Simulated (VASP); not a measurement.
Data:

```xyz
4
Lattice="3.2337 -2.3631 0.0000 3.2337 2.3631 0.0000 -1.1737 0.0000 6.9839" Properties=species:S:1:pos:R:3 pbc="T T T"
V      1.6168     1.1816     0.0000
V      1.0300    -1.1816     3.4919
As     2.9403    -0.3857     1.7460
As     2.3534     0.3857     5.2379
```
Starting moments (μB, in the order of the record's atoms V V As As): 2.0 2.0 0.0 0.0.

Calculation: PBE GGA, VASP's PBE PAW potentials (set 64) (plane waves; VASP). Numerical set-up: 400 eV cut-off, 5×5×3 Γ-centred mesh, Gaussian smearing of 0.050 eV, potentials V_sv As.

Q: Give the force on each atom (eV/Å).

A: 
```tsv
atom	Fx	Fy	Fz
V1	0.000	0.000	0.000
V2	0.000	0.000	0.000
As3	0.000	-0.140	0.000
As4	0.000	0.140	0.000
```

Q: Give the stress tensor in GPa (positive for a compressed cell).

A: 
```
-12.79    0.00    1.32
  0.00  -10.45    0.00
  1.32    0.00  -12.57
```
The pressure is its mean diagonal, -11.94 GPa.

The structure was generated: VAs was put into the tenorite type (C2/c), which need not be its known phase. The cell was not relaxed at this level. The k-mesh is coarse (spacing up to 0.33 per Å, 2π included), so the numbers may not be converged in it.
